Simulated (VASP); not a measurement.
The system is Be3CdO4.

```
Be Cd O
1.0
     3.73056    0.00000    0.00000
    -1.86528    3.23076    0.00000
     0.00000    0.00000    8.03887
Be Cd O
3 1 4
Direct
  0.00000 0.00000 0.84212
  0.00000 0.00000 0.15788
  0.00000 0.00000 0.00000
  0.00000 0.00000 0.50000
  0.33333 0.66667 0.75628
  0.66667 0.33333 0.75628
  0.66667 0.33333 0.24372
  0.33333 0.66667 0.24372
```

The cell was built by a generator and needn't be a form met in nature.

- Program: VASP 6.6.1
- Task: relaxation of cell and atoms
- Functional: PBE
- Potentials or basis: VASP PAW PBE potentials, release 64 (Be, Cd, O)
- Cutoff: 520 eV
- k mesh: 4 × 4 × 2
- Occupations: gaussian, width 0.15 eV
- Spin: no spin polarisation

At the start: pressure 16.0 GPa; volume 12.11 Å³/atom.

**Question.** Where does the relaxation end?

**Answer.** Over 16 steps the energy falls by 1711.9 meV/atom and the volume is 12.39 Å³/atom (+2.3 %); space group P6/mmm (No. 191, to 0.05 Å).

The path:
```csv
step,energy change (eV),largest force (eV/Å),pressure (GPa),volume (Å³)
1,0.0000,23.7152,16.01,96.89
2,-10.6422,5.5153,-5.68,111.14
3,-13.0847,0.8498,-6.28,104.98
4,-13.0938,0.7681,-6.66,104.83
5,-12.9565,0.7197,-6.02,102.91
6,-13.1015,0.5588,-6.47,104.45
7,-13.1025,0.4616,-6.56,104.31
8,-13.4674,0.3387,0.00,97.34
9,-13.5028,0.2992,2.47,95.08
10,-13.5042,0.2922,2.95,94.59
11,-13.6050,0.1809,1.89,96.03
12,-13.6913,0.0610,-0.22,99.43
13,-13.6962,0.0863,0.37,98.57
14,-13.6968,0.0814,0.30,98.74
15,-13.6969,0.0804,0.43,98.82
16,-13.6954,0.0698,0.10,99.13
```

Final structure:
```
Be Cd O
1.0
     3.38802    0.00000    0.00000
    -1.69401    2.93411    0.00000
     0.00000    0.00000    9.97163
Be Cd O
3 1 4
Direct
  0.00000 0.00000 0.76534
  0.00000 0.00000 0.23466
  0.00000 0.00000 0.00000
  0.00000 0.00000 0.50000
  0.33333 0.66667 0.76464
  0.66667 0.33333 0.76464
  0.66667 0.33333 0.23536
  0.33333 0.66667 0.23536
```

Caveat: the k mesh is coarse (spacing up to 0.49 Å⁻¹), so the values aren't converged.
